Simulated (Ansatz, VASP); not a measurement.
# Cross-check of Mo5W3 between VASP and Ansatz, part 2 of 2

Wanted: the spread between two codes on one cell, functional and k mesh. The two relaxations start from unlike cells of this crystal (the structure described is Ansatz's start), so only their ends are compared.

VASP 6.6.1 and Ansatz 0.2.0.

So far: Starting point; VASP: relaxation of cell and atoms, PBEsol.

## 3. Ansatz: relaxation of cell and atoms, PBEsol

Level of this step: Ansatz beside VASP: Kohn-Sham DFT, plane waves, PBEsol (Ansatz).

Ansatz runs on its PAW soft_1 files.

Its own start cell and the same functional, mesh and smearing now go to Ansatz.

input.yaml reads:

```yaml
crystal:
  lattice:
    - [-3.15375, 3.15375, 3.15375]
    - [3.15375, -3.15375, 3.15375]
    - [3.15375, 3.15375, -3.15375]
  atoms:
    - { symbol: W, position: [0.5, 0.0, 0.5] }
    - { symbol: W, position: [0.5, 0.5, 0.0] }
    - { symbol: W, position: [0.5, 0.5, 0.5] }
    - { symbol: Mo, position: [0.0, 0.0, 0.0] }
    - { symbol: Mo, position: [0.0, 0.0, 0.5] }
    - { symbol: Mo, position: [0.0, 0.5, 0.0] }
    - { symbol: Mo, position: [0.0, 0.5, 0.5] }
    - { symbol: Mo, position: [0.5, 0.0, 0.0] }
kpoints:
  mp_grid: { grid: [8, 8, 8] }
scf:
  occupations: { method: fermi_dirac, width: 0.05 }
hamiltonian:
  xc: pbesol
  pseudopotentials: { kind: paw, azcp: { folder: soft_1 }, xc_functional: pbe }
basis:
  ecutwfc: 600
output:
  forces: true
  stress: true
relax:
  f_tol: 0.005
  max_steps: 70
  cell: { stress_tol: 0.02, p_target: 0 }
```

Launch:

```
ansatz run input.yaml --threads 4 --pin off --max-ram 10240MiB --backend cpu --events-out ev --progress --plain --runs-dir out
```

Numbers of over 12 decimals in the logs are rounded to 6 here.

What it wrote:

```text
Engine: ansatz 0.2.0, x86_64-unknown-linux-gnu
Pseudopotentials: kind: paw
Pseudopotential: W, paw, valence charge 14, recommended cutoff 420 eV (normal), soft_1/W.paw.azcp
Pseudopotential: Mo, paw, valence charge 14, recommended cutoff 420 eV (normal), soft_1/Mo.paw.azcp
Functional definition: PBEsol
  exchange = pbesol_x
  correlation = pbesol_c
Crystal: 8 atoms, lattice volume = 125.471 Å³
Basis set: ecut = 600 eV, 4189 PW (Γ), exchange–correlation on 90×90×90 points (8 copies of the dense FFT grid, shifted against one another)
Bands: 68, of which v1, the nominal top of the filled ones, is band 56 counted from 1 (55 counted from 0)
Symmetry: 8 space group operations
Space group: Fmmm (ITA 69), of the structure as read, at distance tolerance 5.0e-5 Å
k-points: 95 of 512
Non-local potential: W, projectors of the file, l = 0: 3, l = 1: 2, l = 2: 2, l = 3: 1
Non-local potential: Mo, projectors of the file, l = 0: 3, l = 1: 2, l = 2: 2, l = 3: 1
PAW form: soft (Blöchl's): semilocal exchange-correlation on the pseudo side does not see the compensation charge
PAW frozen core: W, regenerated for the run's functional, and the local potential with it (the file was generated under x = pbe(κ = 0.804, μ = 0.219515), c = pbe(β = 0.066725))
PAW frozen core: Mo, regenerated for the run's functional, and the local potential with it (the file was generated under x = pbe(κ = 0.804, μ = 0.219515), c = pbe(β = 0.066725))
PAW one-centre angular grid: W, 590 points (default); XC on 64 Gauss nodes
PAW one-centre angular grid: Mo, 590 points (default); XC on 64 Gauss nodes
Initial density: superposition of atomic densities (chi_scale 0.1, normalization cell, long waves kept (reshape's long-wave potential 0.00 eV rms))
Initial wavefunctions: pseudopotential atomic-orbital guess
Functional: x = pbesol(κ = 0.804, μ = 0.123457), c = pbesol(β = 0.046)
SCF iter   1: F=—  HF=-55264.789029 eV  |F-HF|=—  |Δ(HF+E_count)|=         —  Δρ=9.95e-2  dr2=1.42e1  ethr=3.10e-3  ⟨swp⟩=4.7  Hψ=23310  notcnv=0
preconditioner: auto → Kerker (q_TF=auto, 2.677 Å⁻¹)  [metal: Δε(μ)=0.001 eV  Ē_g=5.081 eV  σ=0.050 eV  W_gap=0.01  n_scr=42 (ndim 8)  ℏωp=23.0 eV  f_vac=0.000  D(μ)=3.88/eV (n_scr^D=18)]
SCF iter   2: F=—  HF=-55261.516507 eV  |F-HF|=—  |Δ(HF+E_count)|=    3.27e0  Δρ=5.47e-2  dr2=3.83e0  ethr=3.10e-3  ⟨swp⟩=2.8  Hψ=12965  notcnv=0  defer=216
SCF iter   3: F=—  HF=-55260.310920 eV  |F-HF|=—  |Δ(HF+E_count)|=    1.21e0  Δρ=7.62e-3  dr2=5.78e-2  ethr=3.10e-3  ⟨swp⟩=3.7  Hψ=12368  notcnv=0  defer=216
SCF iter   4: F=—  HF=-55260.309931 eV  |F-HF|=—  |Δ(HF+E_count)|=   9.89e-4  Δρ=1.65e-3  dr2=4.91e-3  ethr=5.16e-5  ⟨swp⟩=3.1  Hψ=11785  notcnv=0  defer=196
SCF iter   5: F=—  HF=-55260.309146 eV  |F-HF|=—  |Δ(HF+E_count)|=   7.85e-4  Δρ=2.40e-4  dr2=6.68e-5  ethr=4.38e-6  ⟨swp⟩=2.0  Hψ=8302  notcnv=0  defer=196
SCF iter   6: F=—  HF=-55260.309305 eV  |F-HF|=—  |Δ(HF+E_count)|=   1.58e-4  Δρ=3.10e-5  dr2=1.62e-6  ethr=5.97e-8  ⟨swp⟩=2.0  Hψ=8432  notcnv=0  defer=195
SCF iter   7: F=—  HF=-55260.309304 eV  |F-HF|=—  |Δ(HF+E_count)|=   1.59e-7  Δρ=7.12e-6  dr2=1.30e-7  ethr=8.93e-11  ⟨swp⟩=4.0  Hψ=21292  notcnv=0
SCF iter   8: F=-55260.309304 eV  HF=-55260.309304 eV  |F-HF|=1.79e-9  |Δ(HF+E_count)|=   2.37e-8  Δρ=1.23e-6  dr2=2.49e-9  ethr=8.93e-11  ⟨swp⟩=3.2  Hψ=16827  notcnv=0
SCF 1 converged in 8 iterations: F = -55260.309304 eV  dr2 = 2.49e-9
  greatest PAW one-centre occupation: 0.999 electrons in one spin orbital (limit 2), on the W atom at site 1 (counted from 0), in its partial waves of l = 0
relax step   1: F+E_penalty+E_count = -55260.30930435 eV  Δ(F+E_penalty+E_count) = +0.000e0 eV  max|allowed force component| = 5.547e-30 eV/Å  Δτ_max = 0.0000 Å  P = -3.935 GPa  Ω = 125.471 Å³  (8 SCF iters, dr2 threshold 1.00e-7 eV, accepted)
[...]
relax step   3: F+E_penalty+E_count = -55260.33042096 eV  Δ(F+E_penalty+E_count) = -2.112e-2 eV  max|allowed force component| = 3.787e-29 eV/Å  Δτ_max = 0.0000 Å  P = -0.226 GPa  Ω = 123.864 Å³  energy of the carried Pulay correction = +5.407e-5 eV  (8 SCF iters, accepted)
[...]
relax step   4: F+E_penalty+E_count = -55260.33050726 eV  Δ(F+E_penalty+E_count) = -8.630e-5 eV  max|allowed force component| = 5.256e-29 eV/Å  Δτ_max = 0.0000 Å  P = +0.001 GPa  Ω = 123.769 Å³  energy of the carried Pulay correction = +5.728e-5 eV  (6 SCF iters, dr2 threshold 2.59e-7 eV, accepted)
[...]
relax step   5: F+E_penalty+E_count = -55260.33045070 eV  Δ(F+E_penalty+E_count) = +5.656e-5 eV  max|allowed force component| = 6.414e-29 eV/Å  Δτ_max = 0.0000 Å  P = +0.001 GPa  Ω = 123.769 Å³  stress off target by 1.13e-2 GPa  SCF on the basis re-selected at this cell (its energy is not comparable with the rows above)  (7 SCF iters)
basis re-selected at this cell: Δ(F+E_penalty+E_count) = +5.656e-5 eV, ΔP = -0.000 GPa vs the last step (what re-selecting the basis moved, of the pressure what is left beyond the Pulay correction that the steps carried, after the strain that the cell walked since its last selection, with what the two solves' SCF thresholds leave and, on support functions, any second-order correction that the steps lacked; it is no m [...]
SCF converged after 7 iterations
Free energy (F): -55260.330451 eV
Harris-Foulkes:  -55260.330451 eV  (|F-HF|=0.00e0)
Internal energy: -55260.295013 eV  (E = F + TS)
E sigma→0 (E₀):  -55260.312732 eV
Entropy (-TS):   -0.035438 eV (-4.430 meV/atom)
Fermi energy:    21.785035 eV
--- Per-component energies (eV) ---
  E_band       = -500.655584
  E_kinetic    = 3381.529368
  E_local      = -5400.253790  (includes V_loc(G=0)·N_el)
  E_nonlocal   = 680.760281
  E_hartree    = 1964.276653
  E_xc         = -1676.389049
  E_vxc        = -1792.832092  (∫ρ·V_xc dr)
  E_paw        = -41125.332926  (= ΣΔE_a)
  E_vpaw       = -1298.412811  (= ΣTr[D̂ρ^β])
  E_aug_tail   = 0.000154  (compensation charges beyond the density's cutoff)
  E_ewald      = -13086.597776
  E_core_change = 1.712073  (= ΣΔE_core)
  E_smearing   = -0.035438  (= −TS)
  E_closure    = -0.000000  (closes the sum)
  Σ components = -55260.330451   (vs F -55260.330451, Δ=0.00e0)
--- Forces (eV/Å), atoms counted from 1 ---
  atom   1  W      0.00000000     0.00000000    -0.00000000
  atom   2  W      0.00000000    -0.00000000    -0.00000000
  atom   3  W      0.00000000     0.00000000     0.00000000
  atom   4  Mo     0.00000000     0.00000000    -0.00000000
  atom   5  Mo    -0.00000000     0.00000000     0.00000000
  atom   6  Mo    -0.00000000     0.00000000     0.00000000
  atom   7  Mo     0.00000000    -0.00000000     0.00000000
  atom   8  Mo     0.00000000     0.00000000     0.00000000
  max |Σ_I F_I| component: 9.27e-29 eV/Å
--- Stress (GPa, compression-positive) ---
        0.010904      -0.000000      -0.000000
       -0.000000      -0.004023      -0.007254
       -0.000000      -0.007254      -0.004023
  P = ⅓ Tr σ = 0.0010 GPa (0.010 kbar)
--- Relaxed structure (4 steps of the walk, 3 accepted, 1 SCFs on fresh bases) ---
  F+E_penalty+E_count = -55260.33045070 eV   max|allowed force component| = 6.414e-29 eV/Å   (the final SCF, on the basis selected at the relaxed cell)
  cell:  # Å, volume = 123.7693 Å³
    - [-3.138708, 3.139461, 3.139461]
    - [3.138708, -3.140126, 3.140126]
    - [3.138708, 3.140126, -3.140126]
  atoms:
    - { symbol: W, position: [0.5, 8.212831456577696e-18, 0.5] }
    - { symbol: W, position: [0.5, 0.5, 8.212831456577696e-18] }
    - { symbol: W, position: [0.500000, 0.5, 0.5] }
    - { symbol: Mo, position: [0, 0, 0] }
    - { symbol: Mo, position: [0.0, 0.0, 0.5] }
    - { symbol: Mo, position: [0.0, 0.5, -7.846913223363838e-18] }
    - { symbol: Mo, position: [0, 0.5, 0.5] }
    - { symbol: Mo, position: [0.500000, 0.0, 6.163011724222289e-18] }
```

## 4. Differences

Known differences besides the potentials themselves: the data sets hold 112 valence electrons in Ansatz (on its PAW soft_1 files) and 88 in VASP; Ansatz makes its cores anew for this functional, VASP keeps those of its PBE data sets; Ansatz adds a Pulay correction to the stress that steers its cell, VASP none. Total energies have different zeros and are not compared.

Compared:

| quantity | Ansatz | VASP | difference |
| --- | --- | --- | --- |
| volume (Å³) | 123.77 | 123.45 | +0.26 % |
| edge a after relaxation, in the typed setting (Å) | 5.437 | 5.434 | +0.06 % |
| edge b after relaxation, in the typed setting (Å) | 5.438 | 5.432 | +0.11 % |

## 5. Results

```
difference in volume (relaxation of cell and atoms, PBEsol) : 0.26 %
```

The difference in volume is 0.26 % (relaxation of cell and atoms, PBEsol), within the 1.2 % picked in this series as the mark of a large difference, as far as the stopping tolerances let one tell. The data sets hold unlike numbers of valence electrons (112 in Ansatz and 88 in VASP), so part of the differences comes from the potentials. 2 further runs of this series are not shown here. Such differences can come from data sets, numerical settings and the points named under the comparisons, not from the functional's error against experiment.

[Lines on the potential files, build, host, timing and source positions are cut from VASP's logs without a mark.]

[Logs are printed without paths, hosts, clocks, repeated set-up lines and the standing remarks that a program may print on its own settings, such as how far it seeks lower states.]

[Hosts, paths, dates, database ids (printed as entryN), source tags and the programs' standing remarks are cut or masked in the printed files.]
